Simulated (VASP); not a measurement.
Output of a VASP run:

File OSZICAR:
```
       N       E                     dE             d eps       ncg     rms          rms(c)
DAV:   1     0.259104197608E+02    0.25910E+02   -0.59524E+03   886   0.116E+03
DAV:   2    -0.139987280919E+02   -0.39909E+02   -0.39582E+02   920   0.217E+02
DAV:   3    -0.149605558879E+02   -0.96183E+00   -0.95975E+00  1091   0.315E+01
DAV:   4    -0.149730868417E+02   -0.12531E-01   -0.12529E-01  1136   0.328E+00
DAV:   5    -0.149731607381E+02   -0.73896E-04   -0.73895E-04  1111   0.172E-01    0.389E+00
DAV:   6    -0.118728237490E+02    0.31003E+01   -0.46711E-01  1131   0.702E+00    0.188E+00
DAV:   7    -0.130211793234E+02   -0.11484E+01   -0.32250E+00   944   0.159E+01    0.291E+00
DAV:   8    -0.119928147236E+02    0.10284E+01   -0.44827E-01   858   0.652E+00    0.138E+00
DAV:   9    -0.117576593004E+02    0.23516E+00   -0.51584E-01   850   0.739E+00    0.107E+00
DAV:  10    -0.118977110022E+02   -0.14005E+00   -0.22537E-01   846   0.538E+00    0.724E-02
DAV:  11    -0.119025456665E+02   -0.48347E-02   -0.33256E-03   852   0.904E-01    0.837E-02
DAV:  12    -0.119024928865E+02    0.52780E-04   -0.31024E-03   886   0.645E-01    0.928E-02
DAV:  13    -0.119027928609E+02   -0.29997E-03   -0.11489E-03   851   0.428E-01    0.131E-02
DAV:  14    -0.119029875625E+02   -0.19470E-03   -0.78049E-05   854   0.135E-01    0.242E-03
DAV:  15    -0.119029871030E+02    0.45948E-06   -0.94659E-07  1170   0.138E-02
   1 F= -.11902987E+02 E0= -.11902987E+02  d E =-.119030E+02
```

File OUTCAR:
```
------------------------ aborting loop because EDIFF is reached ----------------------------------------
  FORCE on cell =-STRESS in cart. coord.  units (eV):
  Direction    XX          YY          ZZ          XY          YZ          ZX
  --------------------------------------------------------------------------------------
  Total        0.0020915      0.0020915      0.0020915      0.0000000     -0.0000000      0.0000000
  in kB        0.2127163      0.2127163      0.2127163      0.0000000     -0.0000000      0.0000000
  external PRESSURE =       0.2127163 kB  Pullay stress =       0.0000000 kB
  volume of cell :       15.75
      direct lattice vectors                 reciprocal lattice vectors
     0.000000000  1.989674813  1.989674813    -0.251297346  0.251297346  0.251297346
     1.989674813  0.000000000  1.989674813     0.251297346 -0.251297346  0.251297346
     1.989674813  1.989674813  0.000000000     0.251297346  0.251297346 -0.251297346
  FREE ENERGIE OF THE ION-ELECTRON SYSTEM (eV)
  ---------------------------------------------------
  free  energy   TOTEN  =       -11.9029871030 eV

  energy  without entropy=      -11.9029871030  energy(sigma->0) =      -11.90298710

 reached required accuracy - stopping structural energy minimisation
```
(Selected blocks of OUTCAR.)

File POSCAR:
```
LiF
1
    0.0000000000     1.9896748128     1.9896748128
    1.9896748128     0.0000000000     1.9896748128
    1.9896748128     1.9896748128     0.0000000000
Li F
1 1
Direct
  1.0000000000   0.0000000000   0.0000000000
  0.5000000000   0.5000000000   0.5000000000
```

**Question.** Write an INCAR and KPOINTS that could have produced this output.

**Answer.** Several could match; the one computed here: the input of the run itself, r2SCAN meta-GGA, plane waves, VASP's PBE PAW potentials (set 64).

### INCAR
```
# general
SYSTEM   =  LiF
PREC     =  Accurate
ENCUT    =  520   # plane-wave cut-off (eV)
LREAL    =  F
LASPH    =  T

# electronic loop
EDIFF    =  1E-6
NELM     =  100   # most electronic steps
ALGO     =  Normal   # blocked Davidson
LMIXTAU  =  T

# smearing
ISMEAR   =  0
SIGMA    =  0.05   # width (eV)

# functional
METAGGA  =  R2SCAN

# ions
IBRION   =  2   # conjugate gradients
NSW      =  60   # most ionic steps
ISIF     =  3
EDIFFG   =  -0.01

# output
LWAVE    =  F
LCHARG   =  F
```

### KPOINTS
```
Automatic mesh
0
Gamma
10 10 10
0 0 0
```

POTCAR, in this order: Li_sv F (PBE.64 set). Program: vasp_std.

The compound is LiF in the rock salt structure. It was relaxed first. The start is the result of an earlier pass.
